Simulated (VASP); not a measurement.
# HPbNO4 (P1) in VASP: equation of state

Aim: energy against volume of HPbNO4 in PBE, for its equilibrium volume and stiffness.

Program: VASP 6.6.1. These are calculated values, not measurements. Logs are shortened: lines on timing, memory, paths and dates and some standing lists are left out, and cuts for length are marked.

### 1 Starting point

The typed cell holds 14 atoms: a = 4.120 Å, b = 6.427 Å, c = 8.387 Å, α = 67.04°, β = 89.96°, γ = 89.98°.

The cell was built by a generator and needn't be a form met in nature.

### 2 Equation of state, PBE, 13.73 Å³/atom (volume scaled by 0.94)

The input, INCAR:

```
SYSTEM = HPbNO4
PREC     = Accurate       ! precision mode
ENCUT    = 520            ! plane-wave cutoff, eV
EDIFF    = 1E-7           ! SCF threshold, eV
ISMEAR   = -1             ! smearing method
SIGMA    = 0.05           ! smearing width, eV
LREAL    = .False.        ! projectors in reciprocal space
LASPH    = .True.         ! aspherical terms in the spheres
NELM     = 60             ! most SCF steps
ALGO     = Normal         ! electronic algorithm
ISIF     = 2              ! what is computed and relaxed
LWAVE    = .False.        ! write WAVECAR
LCHARG   = .False.        ! write CHGCAR
GGA      = PE             ! functional
NBANDS   = 57             ! bands
KPAR     = 4
```

The input, KPOINTS:

```
regular mesh
0
Gamma
  7 5 4
  0 0 0
```

The input, POSCAR:

```
HPbNO4
1.0
    4.0362866024     -0.0007934647     -0.0109713644
    0.0039575279      6.2960154297      0.0525058154
    0.0273402483      3.1416012217      7.5917335674
H Pb N O
2 2 2 8
Direct
    0.9036600000      0.2182100000      0.4885100000
    0.4033700000      0.7817700000      0.5114200000
    0.3945500000      0.3086300000      0.7072500000
    0.8948900000      0.6913500000      0.2926600000
    0.6340900000      0.1999000000      0.2073000000
    0.1338600000      0.8001200000      0.7927500000
    0.9082900000      0.3286600000      0.5436900000
    0.5379200000      0.3907600000      0.1949700000
    0.5348300000      0.1127900000      0.1060200000
    0.8371800000      0.0888700000      0.3267200000
    0.4081700000      0.6713200000      0.4562400000
    0.0377400000      0.6092400000      0.8052000000
    0.0342900000      0.8873700000      0.8939700000
    0.3371600000      0.9110100000      0.6733000000
```

Potentials or basis: VASP PAW PBE potentials, release 64 (H, Pb_d, N, O).

Started as:

```sh
$ cat potpaw_PBE.64/H/POTCAR potpaw_PBE.64/Pb_d/POTCAR potpaw_PBE.64/N/POTCAR potpaw_PBE.64/O/POTCAR > POTCAR
$ mpirun -np 4 vasp_std > vasp.out
```

OUTCAR:

```text
SYSTEM = HPbNO4
   PREC = Accurate
   ENCUT = 520
   EDIFF = 1E-7
   ISMEAR = -1
   LREAL = .False.
   LASPH = .True.
   NELM = 60
   ISIF = 2
   GGA = PE

 Found     71 irreducible k-points:

 Following reciprocal coordinates:
            Coordinates               Weight
  0.000000  0.000000  0.000000      1.000000
  0.142857 -0.000000  0.000000      2.000000
  0.285714 -0.000000  0.000000      2.000000
  0.428571 -0.000000  0.000000      2.000000
  0.000000  0.200000  0.000000      2.000000
  0.142857  0.200000 -0.000000      2.000000
   k-points           NKPTS =     71   k-points in BZ     NKDIM =     71   number of bands    NBANDS=     57
   number of dos      NEDOS =    301   number of ions     NIONS =     14
   total plane-waves  NPLWV =  92160
   dimension x,y,z NGX =    30 NGY =   48 NGZ =   64
   dimension x,y,z NGXF=    60 NGYF=   96 NGZF=  128
   ions per type =               2   2   2   8
   NGX,Y,Z   is equivalent  to a cutoff of  12.36, 12.67, 12.95 a.u.
   NGXF,Y,Z  is equivalent  to a cutoff of  24.71, 25.35, 25.90 a.u.
 SYSTEM =  HPbNO4
   PREC   = accura    normal or accurate (medium, high low for compatibility)
   ISTART =      0    job   : 0-new  1-cont  2-samecut
   ICHARG =      2    charge: 1-file 2-atom 10-const
   ISPIN  =      1    spin polarized calculation?
   LNONCOLLINEAR =      F non collinear calculations
   LSORBIT =      F    spin-orbit coupling
   LASPH  =      T    aspherical Exc in radial PAW
   ENCUT  =  520.0 eV  38.22 Ry    6.18 a.u.   7.50 11.71 15.28*2*pi/ulx,y,z
   NELM   =     60;   NELMIN=  2; NELMDL= -5     # of ELM steps
   EDIFF  = 0.1E-06   stopping-criterion for ELM
   LREAL  =      F    real-space projection
   EDIFFG = 0.1E-05   stopping-criterion for IOM
   NSW    =      0    number of steps for IOM
   IBRION =     -1    ionic relax: 0-MD 1-quasi-New 2-CG
   NFREE  =      0    steps in history (QN), initial steepest desc. (CG)
   ISIF   =      2    stress and relaxation
   ISYM   =      2    0-nonsym 1-usesym 2-fastsym
   POTIM  = 0.5000    time-step for ionic-motion
   TEBEG  =    0.0;   TEEND  =   0.0 temperature during run
   PSTRESS=    0.0 pullay stress
   NELECT =      88.0000    total number of electrons
   NUPDOWN=      -1.0000    fix difference up-down
   EMIN   =  10.00;   EMAX   =-10.00  energy-range for DOS
   EFERMI =   0.00;   METHOD = LEGACY
   ISMEAR =    -1;   SIGMA  =   0.05  broadening in eV -4-tet -1-fermi 0-gaus
   EFERMI_NEDOS =   21; number of points for ismear=-14 and -15
   IALGO  =     38    algorithm
   IMIX   =      4    mixing-type and parameters
     AMIX     =   0.40;   BMIX     =  1.00
     AMIX_MAG =   1.60;   BMIX_MAG =  1.00
  volume/ion in A,a.u.               =      13.73        92.67
  Fermi-wavevector in a.u.,A,eV,Ry     =   1.261649  2.384171 21.657190  1.591759
  Thomas-Fermi vector in A             =   2.395097
   LORBIT       =      0    0 simple, 1 ext, 2 COOP (PROOUT), +10 PAW based schemes
   GGA     = PE    functional components
   LHFCALC =     F    Hartree Fock is set to
   AEXX    =    0.0000 exact exchange contribution
   IVDW    =     0    specifies the selected vdW correction
   LEPSILON=     F    determine dielectric tensor
   LRPA    =     F    only Hartree local field effects (RPA)
 non-spin polarized calculation
  energy-cutoff  :      520.00
  volume of cell :      192.26
 maximum number of plane-waves:      5199
 NGX is ok and might be reduce to    30
   NGX = 15   NGY = 23   NGZ = 31

 number of electron      87.9999998 magnetization

 Free energy of the ion-electron system (eV)
  ---------------------------------------------------
  ext. energy  EPLUGINS =         0.00000000
  ---------------------------------------------------
  free energy    TOTEN  =       -80.94836812 eV

  energy without entropy =      -80.94836812  energy(sigma->0) =      -80.94836812

 E-fermi :   2.3145     XC(G=0):  -8.8639

 val. band max:        1.1418068557   @ k =   0.0000   0.4000   0.5000
 cond. band min:       4.4826798355   @ k =   0.4286   0.4000   0.2500
 fundamental gap:      3.3408729797
 Fermi energy:         2.3144504101

 k-point     1 :       0.0000    0.0000    0.0000
  band No.  band energies     occupation
      1     -25.2526      2.00000
      2     -25.2374      2.00000
      3     -19.6684      2.00000
      4     -19.6580      2.00000
      5     -19.3504      2.00000
      6     -19.2996      2.00000
[... 48 lines left out ...]
     55      10.3690      0.00000
     56      10.9530      0.00000

 k-point     2 :       0.1429   -0.0000    0.0000
  band No.  band energies     occupation
      1     -25.2481      2.00000
      2     -25.2344      2.00000
      3     -19.6663      2.00000
      4     -19.6570      2.00000
      5     -19.3539      2.00000
      6     -19.3082      2.00000
[... 48 lines left out ...]
     55      10.7552      0.00000
     56      11.1126      0.00000

 k-point     3 :       0.2857   -0.0000    0.0000
  band No.  band energies     occupation
      1     -25.2375      2.00000
      2     -25.2280      2.00000
      3     -19.6615      2.00000
      4     -19.6549      2.00000
      5     -19.3604      2.00000
      6     -19.3289      2.00000
[... 48 lines left out ...]
     55      10.7892      0.00000
     56      11.3106      0.00000

 k-point     4 :       0.4286   -0.0000    0.0000
  band No.  band energies     occupation
      1     -25.2276      2.00000
      2     -25.2242      2.00000
      3     -19.6566      2.00000
      4     -19.6542      2.00000
      5     -19.3612      2.00000
      6     -19.3499      2.00000
[... 48 lines left out ...]
     55      10.8317      0.00000
     56      11.0467      0.00000

 k-point     5 :       0.0000    0.2000    0.0000
  band No.  band energies     occupation
      1     -25.2508      2.00000
      2     -25.2385      2.00000
      3     -19.6698      2.00000
      4     -19.6599      2.00000
      5     -19.3480      2.00000
      6     -19.3019      2.00000
[... 48 lines left out ...]
     55      10.5532      0.00000
     56      11.2509      0.00000

 k-point     6 :       0.1429    0.2000   -0.0000
  band No.  band energies     occupation
      1     -25.2464      2.00000
      2     -25.2353      2.00000
      3     -19.6677      2.00000
      4     -19.6587      2.00000
      5     -19.3517      2.00000
      6     -19.3102      2.00000
[... 48 lines left out ...]
     55      10.8462      0.00000
     56      11.3956      0.00000

 [... further k-points ...]

 [bands above 56 left out]

------------------------ aborting loop because EDIFF is reached ----------------------------------------

  FORCE on cell =-STRESS in cart. coord.  units (eV):
  Direction    XX          YY          ZZ          XY          YZ          ZX
  --------------------------------------------------------------------------------------
  -------------------------------------------------------------------------------------
  Total        5.7980834     12.7626493      7.9001535      0.0062367      1.8927740      0.0020859
  in kB       48.3174115    106.3555202     65.8346799      0.0519726     15.7731329      0.0173822
  external PRESSURE =      73.5025372 kB  Pullay stress =       0.0000000 kB

 VOLUME and BASIS-vectors are now :
 -----------------------------------------------------------------------------
  energy-cutoff  :      520.00
  volume of cell :      192.26
      direct lattice vectors                 reciprocal lattice vectors
     4.036286602 -0.000793465 -0.010971364     0.247750189 -0.000148803 -0.000830650
     0.003957528  6.296015430  0.052505815    -0.000147944  0.159380735 -0.065954194
     0.027340248  3.141601222  7.591733567     0.000359065 -0.001102521  0.132177171

 POSITION                                       TOTAL-FORCE (eV/Angst)
 -----------------------------------------------------------------------------------
      3.66165      2.90784      3.71018        -0.014747     -0.941895     -0.453764
      1.64519      6.52839      3.91919        -0.010785      0.942201      0.454262
      1.61307      4.16472      5.38113         0.143079      0.036072      0.533827
      3.62277      5.27146      2.24828         0.139870     -0.036056     -0.534007
      2.56583      1.90932      1.57731         0.131674     -0.077718      0.109605
      0.56514      7.52797      6.05889         0.127599      0.075824     -0.107107
      3.68228      3.77658      4.13484        -0.005580      0.652842      0.384519
      2.17808      3.07232      1.49478        -0.784069      2.163002     -0.154353
      2.16207      1.04278      0.80493        -0.786651     -1.584823     -1.440335
      3.38838      1.58529      2.47585         1.317559     -0.419659      1.439471
      1.66262      5.65964      3.49442        -0.008620     -0.653475     -0.385385
      0.17675      6.36537      6.14444        -0.784401     -2.160455      0.159945
      0.16636      8.39537      6.83300        -0.776385      1.585525      1.442388
      1.38289      7.85071      5.15565         1.311456      0.418615     -1.449066
 -----------------------------------------------------------------------------------
    total drift:                                0.002805      0.000054     -0.000020

  FREE ENERGIE OF THE ION-ELECTRON SYSTEM (eV)
  ---------------------------------------------------
  free  energy   TOTEN  =       -80.9483681181 eV

  energy  without entropy=      -80.9483681181  energy(sigma->0) =      -80.94836812
```

Run time: 2.9 min. Hardware: 4 MPI ranks of AMD EPYC 9R45 (Zen 5), shared host; peak memory 0.69 GiB.

Results:

| Item | Value |
| --- | --- |
| Free energy | -80.9484 eV |
| Pressure | 7.4 GPa |
| Largest force | 2.306 eV/Å |
| Band gap on the k mesh | 3.34 eV, indirect (least direct gap 3.46 eV) |

Caveat: the standard files for N, O and F lose accuracy on very short bonds; spin-orbit coupling is left out, which as a rule narrows the gap of such compounds by several tenths of an eV; an odd mesh through Γ misses points on the zone boundary, where band edges often lie; forces of over 1 eV/Å show positions far from the minimum, so gaps and moduli don't describe the material at rest.

[end of part 1 of 2]
